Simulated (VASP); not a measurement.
**Hf: energy against strain**

Hf (hcp, P6_3/mmc, 22.443 Å³/atom and stress up to 0.08 GPa in the relaxed cell, c along z) under an equal strain ε along x and y, with z held. PBE in VASP (plane waves, PAW), 480 eV, 18×18×10 Γ-centred mesh, Methfessel-Paxton smearing 0.10 eV; ions are relaxed, or left where forces stay under 0.02 eV/Å, within the symmetry of each cell.

Here s stands for strain and y for E less E0.

```csv
strain (%),E less E0 (meV/atom)
-1.50,8.28
-1.00,3.68
-0.50,0.93
0.00,0.00
0.50,0.82
1.00,3.36
1.50,7.55
3.00,?
```

Task: Using a parabola, estimate the missing y at s = 3.00 from the other rows, showing the fit.

Result: Least squares gives y = -0.002 - 0.2100·s + 3.5190·s². Residuals (row less fit): 0.049, -0.047, -0.053, 0.002, 0.047, 0.053, -0.051; standard error 0.061 (degrees of freedom: 4). Twice the quadratic coefficient over the volume, 2 × 3.5190 meV × 10⁴ × 0.1602 / 22.443 Å³, is the elastic constants 2(C11 + C12) = about 500 GPa. At the withheld row, y = -0.002 - 0.2100 × 3.0 + 3.5190 × 3.0² = 31.039 meV/atom. The calculation gives 29.56 meV/atom, 1.479 meV/atom below the prediction (5.0 % of the range of y in the table). The row lies outside the fitted rows, so this is an extrapolation. From the scatter of the fitted rows alone, a prediction at this place has a standard error of 0.234 meV/atom, so the miss is 6.3 times that.

A polynomial of degree 3 through the 12 other runs of the series gives 29.51 there, so most of the miss is curvature that the fit leaves out. In a metal these values are sensitive to mesh and smearing; energies are taken to zero smearing, stresses follow the free energy. Rows are the converged runs of the series near zero and its far end; series whose fitted rows scatter by over a few per cent of the range, as at a crossing or softening among them, aren't shown in this form, nor equations of state whose B0' disagrees with the runs' pressures. Most that stay on the fit to the last digits aren't either.
